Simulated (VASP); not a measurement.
Output of a VASP run:

File OSZICAR:
```
       N       E                     dE             d eps       ncg     rms          rms(c)
DAV:   1     0.896379711776E+02    0.89638E+02   -0.81641E+03  3083   0.101E+03
DAV:   2    -0.230186599932E+02   -0.11266E+03   -0.11112E+03  3648   0.281E+02
DAV:   3    -0.254635828536E+02   -0.24449E+01   -0.24052E+01  4054   0.398E+01
DAV:   4    -0.254785866185E+02   -0.15004E-01   -0.14998E-01  3529   0.353E+00
DAV:   5    -0.254787578591E+02   -0.17124E-03   -0.17124E-03  4054   0.349E-01    0.282E+01
DAV:   6    -0.247662497153E+02    0.71251E+00   -0.38475E+00  3655   0.151E+01    0.104E+01
DAV:   7    -0.246848744337E+02    0.81375E-01   -0.21726E-01  3368   0.288E+00    0.481E+00
DAV:   8    -0.246655128553E+02    0.19362E-01   -0.34561E-02  3907   0.165E+00    0.311E-01
DAV:   9    -0.246651072757E+02    0.40558E-03   -0.10893E-03  3634   0.259E-01    0.173E-01
DAV:  10    -0.246650350308E+02    0.72245E-04   -0.26414E-04  3781   0.159E-01    0.384E-02
DAV:  11    -0.246650308600E+02    0.41708E-05   -0.28358E-05  3753   0.421E-02    0.135E-02
DAV:  12    -0.246650311014E+02   -0.24143E-06   -0.99423E-07  2440   0.755E-03
   1 F= -.24665031E+02 E0= -.24654381E+02  d E =-.213001E-01
```

File OUTCAR:
```
------------------------ aborting loop because EDIFF is reached ----------------------------------------
  FORCE on cell =-STRESS in cart. coord.  units (eV):
  Direction    XX          YY          ZZ          XY          YZ          ZX
  --------------------------------------------------------------------------------------
  Total        3.8532955      3.8532955      4.2856097      0.0000000     -0.0000000      0.0000000
  in kB      160.8574338    160.8574338    178.9045731      0.0000000     -0.0000000      0.0000000
  external PRESSURE =     166.8731469 kB  Pullay stress =       0.0000000 kB
  volume of cell :       38.38
      direct lattice vectors                 reciprocal lattice vectors
    -1.578562000  1.578562000  3.850512000     0.000000000  0.316743973  0.129852861
     1.578562000 -1.578562000  3.850512000     0.316743973  0.000000000  0.129852861
     1.578562000  1.578562000 -3.850512000     0.316743973  0.316743973  0.000000000
 POSITION                                       TOTAL-FORCE (eV/Angst)
 -----------------------------------------------------------------------------------
      0.00000      0.00000      5.12118         0.000000      0.000000      0.283695
      0.00000      0.00000      2.57984         0.000000      0.000000     -0.283695
      0.00000      0.00000      0.00000        -0.000000     -0.000000      0.000000
 -----------------------------------------------------------------------------------
    total drift:                               -0.000000      0.000000     -0.000000
  FREE ENERGIE OF THE ION-ELECTRON SYSTEM (eV)
  ---------------------------------------------------
  free  energy   TOTEN  =       -24.6650311014 eV

  energy  without entropy=      -24.6437310045  energy(sigma->0) =      -24.65438105
```
(Selected blocks of OUTCAR.)

### POSCAR
```
WSi2
1
   -1.5785620000     1.5785620000     3.8505120000
    1.5785620000    -1.5785620000     3.8505120000
    1.5785620000     1.5785620000    -3.8505120000
Si W
2 1
Direct
  0.6650000000   0.6650000000   0.0000000000
  0.3350000000   0.3350000000   0.0000000000
  0.0000000000   0.0000000000   0.0000000000
```

### Question
Reconstruct the remaining input files.

### Answer
This is not unique; one that fits is the input of the run itself, PBE GGA, plane waves, VASP's PBE PAW potentials (set 64).

KPOINTS:
```
Automatic mesh
0
gamma
  10 10 10
```

INCAR:
```
SYSTEM = WSi2
PREC = Accurate; ENCUT = 300; LREAL = F
LASPH = T
EDIFF = 1E-6; NELM = 100; ALGO = Normal
LMAXMIX = 6
ISMEAR = -1; SIGMA = 0.136
GGA = PE
ISIF = 2
LWAVE = F; LCHARG = F
```

POTCAR, in this order: Si W_sv (PBE.64 set). Program: vasp_std.

At this cut-off the stress carries a Pulay error, which pulls relaxed volumes low.

The structure is a typed WSi2 crystal. The cell was not relaxed at this level, and its volume differs by -5.9 % from the start's.
